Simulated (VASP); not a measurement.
Calculation: PBEsol GGA, VASP's PBE PAW potentials (set 64) (plane waves; VASP).

A VASP calculation is set up with these files.

### POSCAR
```
BeMg3Te4
1
    6.2294434775     0.0000000000     0.0000000000
    0.0000000000     6.2294434775     0.0000000000
    0.0000000000     0.0000000000     6.2294434775
Mg Te Be
3 4 1
Direct
  0.0000000000   0.0000000000   0.0000000000
  0.5000000000   0.5000000000   0.0000000000
  0.5000000000   0.0000000000   0.5000000000
  0.2292780985   0.2707219015   0.2707219015
  0.7707219015   0.7292780985   0.2707219015
  0.7707219015   0.2707219015   0.7292780985
  0.2292780985   0.7292780985   0.7292780985
  0.0000000000   0.5000000000   0.5000000000
```

### KPOINTS
```
Regular mesh
0
Gamma
  4 4 4
```

INCAR:
```
SYSTEM = BeMg3Te4
PREC = Accurate
ENCUT = 400
EDIFF = 1E-7
NELM = 100
ALGO = Normal
LREAL = .FALSE.
LASPH = .TRUE.
ISMEAR = -5
GGA = PS
LMAXMIX = 4
LWAVE = .FALSE.
LCHARG = .TRUE.
LORBIT = 11
NEDOS = 601
ISIF = 2
LEFG = .TRUE.
```

POTCAR, in this order: Mg Te Be (PBE.64 set). Program: vasp_std.

Output of the run:

File OSZICAR:
```
       N       E                     dE             d eps       ncg     rms          rms(c)
DAV:   1     0.116076728736E+03    0.11608E+03   -0.94871E+03   420   0.949E+02
DAV:   2    -0.190079473114E+02   -0.13508E+03   -0.13004E+03   579   0.153E+02
DAV:   3    -0.291231224771E+02   -0.10115E+02   -0.10070E+02   523   0.475E+01
DAV:   4    -0.293770475314E+02   -0.25393E+00   -0.25369E+00   532   0.901E+00
DAV:   5    -0.293861833672E+02   -0.91358E-02   -0.91349E-02   543   0.174E+00    0.609E+00
DAV:   6    -0.287210591572E+02    0.66512E+00   -0.99314E-01   485   0.388E+00    0.401E+00
DAV:   7    -0.285926179584E+02    0.12844E+00   -0.60374E-01   490   0.306E+00    0.169E+00
DAV:   8    -0.285939587818E+02   -0.13408E-02   -0.28364E-02   490   0.909E-01    0.512E-01
DAV:   9    -0.285948604702E+02   -0.90169E-03   -0.30751E-03   500   0.296E-01    0.114E-01
DAV:  10    -0.285950301593E+02   -0.16969E-03   -0.82532E-04   500   0.120E-01    0.438E-02
DAV:  11    -0.285950497679E+02   -0.19609E-04   -0.77868E-05   490   0.451E-02    0.210E-02
DAV:  12    -0.285950567132E+02   -0.69453E-05   -0.30959E-05   500   0.242E-02    0.101E-02
DAV:  13    -0.285950578953E+02   -0.11821E-05   -0.31760E-06   505   0.837E-03    0.180E-03
DAV:  14    -0.285950580131E+02   -0.11776E-06   -0.16696E-07   350   0.219E-03    0.498E-04
DAV:  15    -0.285950580660E+02   -0.52935E-07   -0.65907E-08   340   0.138E-03
   1 F= -.28595058E+02 E0= -.28595058E+02  d E =0.000000E+00
```

### OUTCAR
```
------------------------ aborting loop because EDIFF is reached ----------------------------------------
  FORCE on cell =-STRESS in cart. coord.  units (eV):
  Direction    XX          YY          ZZ          XY          YZ          ZX
  --------------------------------------------------------------------------------------
  Total        0.1108405      0.1108405      0.1108405      0.0000000      0.0000000      0.0000000
  in kB        0.7346177      0.7346177      0.7346177      0.0000000      0.0000000      0.0000000
  external PRESSURE =       0.7346177 kB  Pullay stress =       0.0000000 kB
  volume of cell :      241.74
      direct lattice vectors                 reciprocal lattice vectors
     6.229443478  0.000000000  0.000000000     0.160527984  0.000000000  0.000000000
     0.000000000  6.229443478  0.000000000     0.000000000  0.160527984  0.000000000
     0.000000000  0.000000000  6.229443478     0.000000000  0.000000000  0.160527984
 POSITION                                       TOTAL-FORCE (eV/Angst)
 -----------------------------------------------------------------------------------
      0.00000      0.00000      0.00000         0.000000     -0.000000      0.000000
      3.11472      3.11472      0.00000         0.000000     -0.000000      0.000000
      3.11472      0.00000      3.11472         0.000000      0.000000      0.000000
      1.42827      1.68645      1.68645         0.002522     -0.002522     -0.002522
      4.80117      4.54300      1.68645        -0.002522      0.002522     -0.002522
      4.80117      1.68645      4.54300        -0.002522     -0.002522      0.002522
      1.42827      4.54300      4.54300         0.002522      0.002522      0.002522
      0.00000      3.11472      3.11472        -0.000000     -0.000000      0.000000
 -----------------------------------------------------------------------------------
    total drift:                               -0.000000     -0.000000     -0.000000
  FREE ENERGIE OF THE ION-ELECTRON SYSTEM (eV)
  ---------------------------------------------------
  free  energy   TOTEN  =       -28.5950580660 eV

  energy  without entropy=      -28.5950580660  energy(sigma->0) =      -28.59505807

 total charge

# of ion       s       p       d       tot
------------------------------------------
    1        0.177   0.134   0.024   0.335
    2        0.177   0.134   0.024   0.335
    3        0.177   0.134   0.024   0.335
    4        1.338   2.145   0.015   3.498
    5        1.338   2.145   0.015   3.498
    6        1.338   2.145   0.015   3.498
    7        1.338   2.145   0.015   3.498
    8        0.354   0.509   0.000   0.863
--------------------------------------------------
tot          6.237   9.488   0.133  15.858

 Electric field gradients after diagonalization (V/A^2)
 (convention: |V_zz| > |V_xx| > |V_yy|)
----------------------------------------------------------------------
 ion       V_xx      V_yy      V_zz     asymmetry (V_yy - V_xx)/ V_zz
----------------------------------------------------------------------
   1      -3.483    -3.483     6.967       0.000
   2      -3.483    -3.483     6.967       0.000
   3      -3.483    -3.483     6.967       0.000
   4     -57.944   -57.944   115.887       0.000
   5     -57.944   -57.944   115.887       0.000
   6     -57.944   -57.944   115.887       0.000
   7     -57.944   -57.944   115.887       0.000
   8       0.000     0.000     0.000      -0.053
```
(Selected blocks of OUTCAR.)

The structure was generated: BeMg3Te4 was put into an ordered model structure (P-43m), which need not be its known phase. It was relaxed first.
